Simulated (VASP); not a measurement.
Given:

```xyz
3
Lattice="0.0000 2.5545 2.5545 2.5545 0.0000 2.5545 2.5545 2.5545 0.0000" Properties=species:S:1:pos:R:3 pbc="T T T"
Cd     0.0000     0.0000     0.0000
F      1.2773     1.2773     1.2773
F      3.8318     3.8318     3.8318
```

All values below come from LDA (Ceperley-Alder, Perdew-Zunger), VASP's LDA PAW potentials (set 64) (plane waves; VASP). Numerical set-up: 620 eV cut-off, 8×8×8 Γ-centred mesh, Gaussian smearing of 0.050 eV, potentials Cd F.

### Question
What does the run give for the energy per atom (σ→0), pressure, band gap (on the k-mesh) with the smallest direct gap where there is one?

### Answer

```json
{
 "band gap (on the k-mesh)": "3.37 eV",
 "smallest direct gap (on the k-mesh)": "3.60 eV",
 "energy per atom (σ→0)": "-4.166 eV/atom",
 "pressure": "19.85 GPa"
}
```

The compound is CdF2 in the fluorite structure. It was relaxed first under an external pressure of 20 GPa.
